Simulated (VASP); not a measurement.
Data:

```
MgS
1.0
    0.00000     2.61138     2.61138
    2.61138     0.00000     2.61138
    2.61138     2.61138     0.00000
Mg S
1 1
Direct
  0.00000   0.00000   0.00000
  0.50000   0.50000   0.50000
```

Level of theory: Hartree-Fock, VASP's PBE PAW potentials (set 64) (plane waves; VASP 6.6.1). Run with 520 eV cut-off, 6×6×6 Γ-centred mesh, Gaussian smearing of 0.050 eV, potentials Mg S.

Problem. Give the stress tensor in GPa (positive for a compressed cell).

Solution. 
```
2.60  0.00  0.00
0.00  2.60  0.00
0.00  0.00  2.60
```
The pressure is its mean diagonal, 2.60 GPa.

The compound is MgS in the rock salt structure. It was relaxed first. The cell's shape comes from a PBE relaxation.
